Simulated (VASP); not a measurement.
The system is Ga3BSb2.

```
Ga B Sb
1.0
     3.96148    0.00000    0.00000
    -1.98074    3.43074    0.00000
     0.00000    0.00000    9.50547
Ga B Sb
3 1 2
Direct
  0.00000 0.00000 0.50000
  0.33333 0.66667 0.50000
  0.66667 0.33333 0.50000
  0.00000 0.00000 0.00000
  0.00000 0.00000 0.76161
  0.00000 0.00000 0.23839
```

The cell was built by a generator and needn't be a form met in nature.

* Program: VASP 6.6.1
* Task: relaxation of cell and atoms
* Functional: PBE
* Potentials or basis: VASP PAW PBE potentials, release 64 (Ga_d, B, Sb)
* Cutoff: 520 eV
* k mesh: 5 × 5 × 2
* Occupations: gaussian, width 0.15 eV
* Spin: no spin polarisation

At the start: pressure 24.2 GPa; volume 21.53 Å³/atom.

Task: Where does the relaxation end?

Result: Over 15 steps the energy falls by 756.5 meV/atom and the volume is 32.95 Å³/atom (+53.0 %); space group P6/mmm (No. 191, to 0.05 Å).

Step by step:
```csv
step,energy change (eV),largest force (eV/Å),pressure (GPa),volume (Å³)
1,0.0000,4.7011,24.22,129.19
2,-4.2018,1.4328,-2.14,199.60
3,-4.1999,1.4751,-1.81,196.88
4,-4.4866,0.9109,1.23,190.09
5,-4.5171,0.1598,0.39,191.58
6,-4.5263,0.1562,0.04,193.43
7,-4.5302,0.1539,-0.16,194.40
8,-4.5355,0.1416,-0.16,196.35
9,-4.5343,0.0959,-0.24,200.25
10,-4.5368,0.1317,-0.01,197.42
11,-4.5367,0.1198,-0.56,198.84
12,-4.5370,0.1282,0.08,197.90
13,-4.5369,0.1247,-0.30,198.37
14,-4.5370,0.1262,-0.07,198.18
15,-4.5389,0.0004,-0.18,197.70
```

Final structure:
```yaml
crystal:
  lattice:
    - [4.83658, 0.00000, 0.00000]
    - [-2.41829, 4.18860, 0.00000]
    - [0.00000, 0.00000, 9.75864]
  atoms:
    - { symbol: Ga, position: [0.00000, 0.00000, 0.50000] }
    - { symbol: Ga, position: [0.33333, 0.66667, 0.50000] }
    - { symbol: Ga, position: [0.66667, 0.33333, 0.50000] }
    - { symbol: B, position: [0.00000, 0.00000, 0.00000] }
    - { symbol: Sb, position: [0.00000, 0.00000, 0.78805] }
    - { symbol: Sb, position: [0.00000, 0.00000, 0.21195] }
```

Caveat: the k mesh is coarse (spacing up to 0.37 Å⁻¹), so the values aren't converged; the volume moved by over 15 % at a fixed basis, so the end points are rough.
